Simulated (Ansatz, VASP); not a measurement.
**Cross-check of C (amorphous carbon) between VASP and Ansatz**

Aim: how closely do two programs agree when they are given the same cell, functional and k mesh? The cell is taken from a series of runs on this material, whose earlier steps may have relaxed, scaled, displaced or heated it; both programs get it as it stands.

Method: plane waves, with VASP 6.6.1 beside it; single point at PBE, in Ansatz 0.2.0.

## (1) Set-up

The cell holds 208 atoms: 208 C. Its edges and angles: a = 11.642 Å, b = 11.642 Å, c = 11.642 Å, α = 90.0°, β = 90.0°, γ = 90.0°. As first built, before any earlier steps moved the atoms (in the runner's words): 208 atoms (208 C) placed at random at 2.63 g/cm^3, melted at 6000 K for 10 ps at fixed volume with the Erhart-Albe potential (Erhart and Albe, Phys. Rev. B 71, 035211 (2005)). Quenched from 6000 K to 700 K at 200 K/ps and fixed volume, held 5 ps.

## (2) Ansatz: single point, PBE

Ansatz runs on its default PAW (the set named soft_2) files.

With cell and atoms fixed, the geometry can't cause a difference; cores, projectors, grids and the points listed under the comparison can.

Contents of input.yaml:

```yaml
crystal:
  lattice:
    - [11.6422, 0.0, 0.0]
    - [0.0, 11.6422, 0.0]
    - [0.0, 0.0, 11.6422]
  atoms:
    - { symbol: C, position: [0.01458, 0.82487, 0.16247] }
    - { symbol: C, position: [0.38758, 0.12091, 0.99984] }
    - { symbol: C, position: [0.34541, 0.21238, 0.67713] }
    - { symbol: C, position: [0.88465, 0.0611, 0.2569] }
    - { symbol: C, position: [0.13696, 0.87666, 0.17202] }
    - { symbol: C, position: [0.81768, 0.77469, 0.75988] }
    - { symbol: C, position: [0.75614, 0.39436, 0.10562] }
    - { symbol: C, position: [0.84347, 0.33291, 0.38139] }
    - { symbol: C, position: [0.88249, 0.97111, 0.53066] }
    - { symbol: C, position: [0.96531, 0.42992, 0.54083] }
    - { symbol: C, position: [0.6579, 0.04357, 0.9543] }
    - { symbol: C, position: [0.15287, 0.25409, 0.07229] }
    - { symbol: C, position: [0.62839, 0.40664, 0.80305] }
    - { symbol: C, position: [0.38511, 0.88193, 0.43916] }
    - { symbol: C, position: [0.39258, 0.85853, 0.66148] }
    - { symbol: C, position: [0.17285, 0.63498, 0.49724] }
    - { symbol: C, position: [0.05399, 0.81624, 0.42589] }
    - { symbol: C, position: [0.13294, 0.83656, 0.52275] }
    - { symbol: C, position: [0.05066, 0.92779, 0.3585] }
    - { symbol: C, position: [0.42177, 0.41318, 0.75358] }
    - { symbol: C, position: [0.55392, 0.3578, 0.07049] }
    - { symbol: C, position: [0.56642, 0.17928, 0.58718] }
    - { symbol: C, position: [0.56131, 0.52941, 0.38839] }
    - { symbol: C, position: [0.30239, 0.17236, 0.46456] }
    - { symbol: C, position: [0.67591, 0.80473, 0.55222] }
    - { symbol: C, position: [0.61114, 0.64819, 0.39775] }
    - { symbol: C, position: [0.56046, 0.11065, 0.69744] }
    - { symbol: C, position: [0.73021, 0.64718, 0.36287] }
    - { symbol: C, position: [0.14659, 0.80382, 0.74544] }
    - { symbol: C, position: [0.84526, 0.7305, 0.02189] }
[... 172 atom lines left out ...]
    - { symbol: C, position: [0.02018, 0.10954, 0.08649] }
    - { symbol: C, position: [0.31844, 0.01916, 0.81518] }
    - { symbol: C, position: [0.13001, 0.55566, 0.31323] }
    - { symbol: C, position: [0.94057, 0.65068, 0.51832] }
    - { symbol: C, position: [0.48765, 0.54926, 0.91583] }
    - { symbol: C, position: [0.34187, 0.5034, 0.70149] }
kpoints:
  mp_grid: { grid: [1, 1, 1] }
hamiltonian:
  xc: pbe
scf:
  occupations: { method: fermi_dirac, width: 0.025 }
output:
  forces: true
  stress: true
  populations: true
  dos:
    method: { smearing: { sigma: 0.08 } }
    de: 0.1
    projected: { site_lists: { C: [C] } }
  eigenvalues: true
  write_density: true
  write_potential: true
  volumetric_format: npy
```

Launch:

```console
ansatz run input.yaml --threads 4 --pin off --max-ram 8192MiB --backend cpu --events-out ev --progress --plain --runs-dir out
```

Numbers of over 12 decimals in the logs are rounded to 6 here.

Output:

```text
Engine: ansatz 0.2.0, aarch64-unknown-linux-gnu
Pseudopotentials: kind: paw
Pseudopotential: C, paw, valence charge 4, recommended cutoff 420 eV (normal), C.paw.azcp
Functional definition: PBE
  parameter kappa = 0.804
  parameter beta = 0.066725
  exchange = pbe_x(kappa = kappa, mu = beta*pi^2/3)
  correlation = pbe_c(beta = beta)
Crystal: 208 atoms, lattice volume = 1577.993 Å³
Basis set: ecut = 420 eV, 31031 PW (Γ), exchange–correlation on 160×160×160 points (8 copies of the dense FFT grid, shifted against one another)
Bands: 624, of which v1, the nominal top of the filled ones, is band 416 counted from 1 (415 counted from 0)
Symmetry: 1 space group operations
Space group: P1 (ITA 1), of the structure as read, at distance tolerance 1.2e-4 Å
k-points: 1
Non-local potential: C, projectors of the file, l = 0: 2, l = 1: 2, l = 2: 1
PAW form: soft (Blöchl's): semilocal exchange-correlation on the pseudo side does not see the compensation charge
PAW one-centre angular grid: C, 110 points (default); XC on 64 Gauss nodes
Initial density: superposition of atomic densities (neutral atoms: chi_scale 0, normalization atom), corrected by the library's trained network
Initial wavefunctions: pseudopotential atomic-orbital guess
Functional: x = pbe(κ = 0.804, μ = 0.219515), c = pbe(β = 0.066725)
SCF iter   1: F=—  HF=-52002.816456 eV  |F-HF|=—  |Δ(HF+E_count)|=         —  Δρ=1.60e-2  dr2=8.65e0  ethr=1.77e-3  ⟨swp⟩=6.0  Hψ=2780  notcnv=0  defer=123
preconditioner: auto → LDOS  [insulator: Δε(μ)=0.104 eV  Ē_g=14.465 eV  σ=0.025 eV  W_gap=0.78  n_scr=388 (ndim 8)  ℏωp=27.0 eV  f_vac=0.012  D(μ)=22.19/eV (n_scr^D=92)  ε∞_Penn≈4.5  β→1.0]
SCF iter   2: F=—  HF=-52002.291606 eV  |F-HF|=—  |Δ(HF+E_count)|=   5.25e-1  Δρ=1.05e-2  dr2=5.16e0  ethr=1.04e-3  ⟨swp⟩=3.0  Hψ=1069  notcnv=0  defer=188
SCF iter   3: F=—  HF=-52001.672105 eV  |F-HF|=—  |Δ(HF+E_count)|=   6.20e-1  Δρ=3.45e-3  dr2=4.24e-1  ethr=6.21e-4  ⟨swp⟩=2.0  Hψ=693  notcnv=0  defer=188
SCF iter   4: F=—  HF=-52001.630278 eV  |F-HF|=—  |Δ(HF+E_count)|=   4.18e-2  Δρ=1.35e-3  dr2=5.09e-2  ethr=5.10e-5  ⟨swp⟩=2.0  Hψ=769  notcnv=0  defer=188
SCF iter   5: F=—  HF=-52001.626284 eV  |F-HF|=—  |Δ(HF+E_count)|=   3.99e-3  Δρ=7.90e-4  dr2=1.50e-2  ethr=6.12e-6  ⟨swp⟩=2.0  Hψ=849  notcnv=0  defer=188
SCF iter   6: F=—  HF=-52001.624749 eV  |F-HF|=—  |Δ(HF+E_count)|=   1.54e-3  Δρ=3.86e-4  dr2=3.54e-3  ethr=1.80e-6  ⟨swp⟩=2.0  Hψ=849  notcnv=0  defer=188
SCF iter   7: F=—  HF=-52001.624511 eV  |F-HF|=—  |Δ(HF+E_count)|=   2.38e-4  Δρ=2.41e-4  dr2=1.48e-3  ethr=4.26e-7  ⟨swp⟩=2.0  Hψ=700  notcnv=0  defer=188
SCF iter   8: F=—  HF=-52001.624359 eV  |F-HF|=—  |Δ(HF+E_count)|=   1.52e-4  Δρ=1.42e-4  dr2=5.19e-4  ethr=1.78e-7  ⟨swp⟩=2.0  Hψ=747  notcnv=0  defer=188
SCF iter   9: F=—  HF=-52001.624305 eV  |F-HF|=—  |Δ(HF+E_count)|=   5.38e-5  Δρ=8.45e-5  dr2=1.78e-4  ethr=6.24e-8  ⟨swp⟩=2.0  Hψ=490  notcnv=0  defer=188
SCF iter  10: F=—  HF=-52001.624296 eV  |F-HF|=—  |Δ(HF+E_count)|=   9.32e-6  Δρ=4.56e-5  dr2=5.31e-5  ethr=2.14e-8  ⟨swp⟩=2.0  Hψ=645  notcnv=0  defer=188
SCF iter  11: F=—  HF=-52001.624563 eV  |F-HF|=—  |Δ(HF+E_count)|=   2.67e-4  Δρ=2.41e-5  dr2=1.40e-5  ethr=6.38e-9  ⟨swp⟩=2.0  Hψ=849  notcnv=0  defer=188
SCF iter  12: F=—  HF=-52001.624562 eV  |F-HF|=—  |Δ(HF+E_count)|=   1.34e-6  Δρ=1.17e-5  dr2=3.36e-6  ethr=1.68e-9  ⟨swp⟩=2.0  Hψ=772  notcnv=0  defer=188
SCF iter  13: F=—  HF=-52001.624561 eV  |F-HF|=—  |Δ(HF+E_count)|=   3.54e-7  Δρ=4.93e-6  dr2=5.36e-7  ethr=4.03e-10  ⟨swp⟩=2.0  Hψ=649  notcnv=0  defer=188
SCF iter  14: F=—  HF=-52001.624561 eV  |F-HF|=—  |Δ(HF+E_count)|=   2.93e-8  Δρ=2.82e-6  dr2=1.87e-7  ethr=6.45e-11  ⟨swp⟩=2.0  Hψ=750  notcnv=0  defer=188
SCF iter  15: F=-52001.624561 eV  HF=-52001.624561 eV  |F-HF|=5.44e-8  |Δ(HF+E_count)|=   7.52e-9  Δρ=1.67e-6  dr2=6.82e-8  ethr=1.20e-11  ⟨swp⟩=22.0  Hψ=5049  notcnv=0
SCF 1 converged in 15 iterations: F = -52001.624561 eV  dr2 = 6.82e-8
  greatest PAW one-centre occupation: 0.691 electrons in one spin orbital (limit 2), on the C atom at site 49 (counted from 0), in its partial waves of l = 0
SCF converged after 15 iterations
Free energy (F): -52001.624561 eV
Harris-Foulkes:  -52001.624561 eV  (|F-HF|=5.44e-8)
Internal energy: -52001.531137 eV  (E = F + TS)
E sigma→0 (E₀):  -52001.577849 eV
Entropy (-TS):   -0.093425 eV (-0.449 meV/atom)
Fermi energy:    9.071370 eV
--- Per-component energies (eV) ---
  E_band       = 124.604277
  E_kinetic    = 18654.426731
  E_local      = -24954.623853  (includes V_loc(G=0)·N_el)
  E_nonlocal   = 5609.220194
  E_hartree    = 7229.243041
  E_xc         = -9924.696656
  E_vxc        = -12294.267353  (∫ρ·V_xc dr)
  E_paw        = -20610.021279  (= ΣΔE_a)
  E_vpaw       = -1348.639971  (= ΣTr[D̂ρ^β])
  E_aug_tail   = 0.001559  (compensation charges beyond the density's cutoff)
  E_ewald      = -28005.080874
  E_smearing   = -0.093425  (= −TS)
[...]
--- Löwdin populations: 208 sites ---
  site symbol       q [e]
     0      C      3.9444
     1      C      3.9582
     2      C      3.9606
     3      C      3.9789
     4      C      3.9440
     5      C      3.9928
     6      C      3.9608
     7      C      3.9780
     8      C      4.0016
     9      C      3.9803
    10      C      3.9595
    11      C      3.9629
    12      C      3.9832
    13      C      3.9798
    14      C      3.9406
    15      C      3.9426
    16      C      3.9702
    17      C      4.0013
    18      C      3.9528
    19      C      3.9760
    20      C      4.0190
    21      C      3.9836
    22      C      3.9467
    23      C      3.9375
[...]
200      C      3.9738
   201      C      3.9668
   202      C      3.9642
   203      C      3.9858
   204      C      3.9503
   205      C      3.9853
   206      C      3.9811
   207      C      3.9464
  spilling = 0.007091 (of n_electrons = 832.000000)
```

## (3) VASP: single point, PBE

The same cell, functional, mesh and smearing now go to VASP, with its own data sets.

Lines of VASP's logs that name or quote its potential files are left out, and so is its time.

Contents of INCAR:

```
SYSTEM = C
PREC = Accurate
ENCUT = 600
EDIFF = 1E-06
NELM = 120
ISMEAR = -1
SIGMA = 0.025
LREAL = Auto
ALGO = Normal
GGA = PE
NBANDS = 561
LORBIT = 11
LWAVE = .FALSE.
LCHARG = .FALSE.
ISIF = 2
LASPH = .TRUE.
GGA_COMPAT = .FALSE.
```

Contents of POSCAR:

```
C
1.0
   11.6422000000      0.0000000000      0.0000000000
    0.0000000000     11.6422000000      0.0000000000
    0.0000000000      0.0000000000     11.6422000000
C
208
Direct
    0.0145800000      0.8248700000      0.1624700000
    0.3875800000      0.1209100000      0.9998400000
    0.3454100000      0.2123800000      0.6771300000
    0.8846500000      0.0611000000      0.2569000000
    0.1369600000      0.8766600000      0.1720200000
    0.8176800000      0.7746900000      0.7598800000
    0.7561400000      0.3943600000      0.1056200000
    0.8434700000      0.3329100000      0.3813900000
    0.8824900000      0.9711100000      0.5306600000
    0.9653100000      0.4299200000      0.5408300000
    0.6579000000      0.0435700000      0.9543000000
    0.1528700000      0.2540900000      0.0722900000
    0.6283900000      0.4066400000      0.8030500000
    0.3851100000      0.8819300000      0.4391600000
    0.3925800000      0.8585300000      0.6614800000
    0.1728500000      0.6349800000      0.4972400000
    0.0539900000      0.8162400000      0.4258900000
    0.1329400000      0.8365600000      0.5227500000
    0.0506600000      0.9277900000      0.3585000000
    0.4217700000      0.4131800000      0.7535800000
    0.5539200000      0.3578000000      0.0704900000
    0.5664200000      0.1792800000      0.5871800000
    0.5613100000      0.5294100000      0.3883900000
    0.3023900000      0.1723600000      0.4645600000
    0.6759100000      0.8047300000      0.5522200000
    0.6111400000      0.6481900000      0.3977500000
    0.5604600000      0.1106500000      0.6974400000
    0.7302100000      0.6471800000      0.3628700000
    0.1465900000      0.8038200000      0.7454400000
    0.8452600000      0.7305000000      0.0218900000
[... 172 atom lines left out ...]
    0.0201800000      0.1095400000      0.0864900000
    0.3184400000      0.0191600000      0.8151800000
    0.1300100000      0.5556600000      0.3132300000
    0.9405700000      0.6506800000      0.5183200000
    0.4876500000      0.5492600000      0.9158300000
    0.3418700000      0.5034000000      0.7014900000
```

Contents of KPOINTS:

```
Automatic mesh
0
Gamma
1 1 1
0 0 0
```

The projector-augmented-wave data sets are C (PBE family, release 64).

Launch:

```console
export OMP_NUM_THREADS=4
mpirun -np 1 vasp_gam
```

Output:

```text
[banner, memory and clock lines left out]
running    1 mpi-ranks, on    1 nodes
[...]
Offloading initialized ...    1 GPUs detected
[...]
LDA part: xc-table for (Slater+PW92), standard interpolation
 POSCAR, INCAR and KPOINTS ok, starting setup
[...]
entering main loop
       N       E                     dE             d eps       ncg     rms          rms(c)
DAV:   1     0.614538409333E+04    0.61454E+04   -0.53650E+05  1122   0.168E+03
DAV:   2    -0.118254094480E+04   -0.73279E+04   -0.68755E+04  1387   0.359E+02
DAV:   3    -0.179128628719E+04   -0.60875E+03   -0.58645E+03  1372   0.982E+01
DAV:   4    -0.180993856625E+04   -0.18652E+02   -0.18440E+02  1340   0.181E+01
[...]
DAV:  20    -0.172524847296E+04   -0.28392E-05   -0.64523E-06  1276   0.410E-03    0.547E-03
DAV:  21    -0.172524847416E+04   -0.12086E-05   -0.32202E-06   956   0.267E-03    0.174E-03
DAV:  22    -0.172524847419E+04   -0.26541E-07   -0.41577E-07   732   0.108E-03
   1 F= -.17252485E+04 E0= -.17252018E+04  d E =-.933811E-01
```

OUTCAR, selected parts (step 3):

```text
  FREE ENERGIE OF THE ION-ELECTRON SYSTEM (eV)
  ---------------------------------------------------
  free  energy   TOTEN  =     -1725.2484741915 eV

  energy  without entropy=    -1725.1550931027  energy(sigma->0) =    -1725.20178365
```

The gap is under twice the smearing width, so the edge states are partly filled and the run can't tell a small gap from a semimetal.

## (4) Differences

Known differences besides the potentials themselves: the cutoff is 420 eV in Ansatz and 600 eV in VASP (PREC = Accurate, projectors in real space). Total energies have different zeros and are not compared.

Both answers:

| quantity | Ansatz | VASP | difference |
| --- | --- | --- | --- |
| pressure (GPa) | -4.33 | -4.34 | +0.01 |

Forces on 9 of the 208 atoms, those with the largest forces and the largest differences (eV/Å; atoms numbered as in POSCAR):

| atom | Ansatz x, y, z | VASP x, y, z |
| --- | --- | --- |
| C75 | -2.654, -4.827, -4.044 | -2.711, -4.894, -4.077 |
| C94 | -2.242, -4.082, 1.752 | -2.258, -4.096, 1.769 |
| C106 | 0.811, -1.090, -5.018 | 0.814, -1.118, -5.067 |
| C113 | -0.769, 4.988, -1.102 | -0.761, 5.005, -1.108 |
| C136 | 2.067, 0.365, 1.839 | 2.124, 0.354, 1.882 |
| C143 | -1.331, 0.331, 0.168 | -1.330, 0.410, 0.159 |
| C186 | 4.016, 3.031, 0.895 | 4.052, 3.039, 0.884 |
| C196 | 1.293, 5.082, 1.090 | 1.282, 5.126, 1.102 |
| C205 | -4.436, -0.742, -0.018 | -4.449, -0.733, -0.018 |

The forces differ by 17 meV/Å r.m.s., which is 1.3 % of the r.m.s. force of 1.388 eV/Å (both taken over all components).

## (5) Results

| Property | Result |
| --- | --- |
| r.m.s. force difference (single point, PBE) | 1.3 % of the r.m.s. force |

**Reading.** The r.m.s. force difference is 1.3 % of the r.m.s. force (single point, PBE), within the 3 % picked in this series as the mark of a large difference. Such differences can come from data sets, numerical settings and the points named under the comparisons, not from the functional's error against experiment.

[Lines on the potential files, build, host, timing and source positions are cut from VASP's logs without a mark.]

[Logs are printed without paths, hosts, clocks, repeated set-up lines and the standing remarks that a program may print on its own settings, such as how far it seeks lower states.]

[Hosts, paths, dates, database ids (printed as entryN), source tags and the programs' standing remarks are cut or masked in the printed files.]
